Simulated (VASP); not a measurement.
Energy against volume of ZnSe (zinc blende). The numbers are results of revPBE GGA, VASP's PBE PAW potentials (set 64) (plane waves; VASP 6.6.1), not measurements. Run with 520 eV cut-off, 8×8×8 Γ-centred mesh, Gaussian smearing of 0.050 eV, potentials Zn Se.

```csv
V (Å³/atom),E (eV/atom)
23.561,-2.73307
24.290,-2.73699
25.019,-2.73379
25.747,-2.72457
```

Problem. Fit these four points and predict the energy of the run at 22.832 Å³/atom.

Solution. A cubic in V^(−2/3), the third-order Birch-Murnaghan form, passes through the four points with V0 = 24.31 Å³/atom and B0 = 52 GPa, and gives -2.7208 eV/atom there. The run gave -2.7207 eV/atom, +0.0 meV/atom from the fit; all five points give B0 = 52 GPa.

The compound is ZnSe in the zinc blende structure. It was relaxed first, which changed the volume by +7 %.
